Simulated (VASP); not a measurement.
Given:

```yaml
crystal:
  lattice:
    - [0.00000, 3.08436, 3.08436]
    - [3.08436, 0.00000, 3.08436]
    - [3.08436, 3.08436, 0.00000]
  atoms:
    - { symbol: Ba, position: [0.00000, 0.00000, 0.00000] }
    - { symbol: F, position: [0.25000, 0.25000, 0.25000] }
    - { symbol: F, position: [0.75000, 0.75000, 0.75000] }
```

Level of theory: optB88-vdW, VASP's PBE PAW potentials (set 64) (plane waves; VASP 6.6.1). Settings: 520 eV cut-off, 6×6×6 Γ-centred mesh, Gaussian smearing of 0.050 eV, potentials Ba_sv F.

What does the run give for the energy per atom (σ→0), pressure?

| Property | Value |
|---|---|
| energy per atom (σ→0) | -3.835 eV/atom |
| pressure | 2.03 GPa |

The absolute energy has meaning only against runs of the same code, potentials and settings.

The compound is BaF2 in the fluorite structure. This cell is one point of a volume scan, at 0.97 of the reference volume.
